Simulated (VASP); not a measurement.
```xyz
4
Lattice="3.4946 0.0000 0.0000 -1.7473 3.0264 0.0000 0.0000 0.0000 7.0591" Properties=species:S:1:pos:R:3 pbc="T T T"
Y      0.0000     0.0000     0.0000
Y      0.0000     0.0000     3.5295
B      0.0000     2.0176     1.7648
B      1.7473     1.0088     5.2943
```

The numbers are results of PBEsol GGA, VASP's PBE PAW potentials (set 64) (plane waves; VASP), not measurements. Run with 520 eV cut-off, Gaussian smearing of 0.050 eV, potentials Y_sv B.

Estimate the band gap (along the path) with the smallest direct gap where there is one.

```json
{
  "band gap (along the path)": "none (metal, semimetal or under 0.01 eV)"
}
```

Total energies compare only between runs with the same potentials, cut-off and functional.

The structure was generated: YB was put into the NiAs type type (P6_3/mmc), which need not be its known phase. It was relaxed first, which changed the volume by -25 %.
